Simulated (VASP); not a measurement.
# TaSi (relaxed from the zinc blende structure, space group F-43m): computed properties

These are PBE GGA, VASP's PBE PAW potentials (set 64) (plane waves; VASP) values and carry that method's errors.

```json
{
 "space_group": "F-43m (216)",
 "cell": "a = 5.7704 Å, b = 5.7704 Å, c = 5.7704 Å, α = 90.00°, β = 90.00°, γ = 90.00°",
 "volume_per_atom": "24.02 Å³/atom",
 "band gap (over mesh and band path)": "none (metal, semimetal or under 0.01 eV)",
 "density": "7.23 g/cm³"
}
```

```
TaSi
1.0
    0.00000     2.88519     2.88519
    2.88519     0.00000     2.88519
    2.88519     2.88519     0.00000
Ta Si
1 1
Direct
  0.00000   0.00000   0.00000
  0.25000   0.25000   0.25000
```

Unless said otherwise, spin-orbit coupling is left out, though it shifts the bands of the heavy elements here.

The structure was generated: TaSi was put into the zinc blende type (F-43m), which need not be its known phase. It was relaxed first, which changed the volume by -30 %. Symmetry was kept, so distortions that lower it aren't found. The electron count is odd and the run is not spin-polarised, which forces a metal.
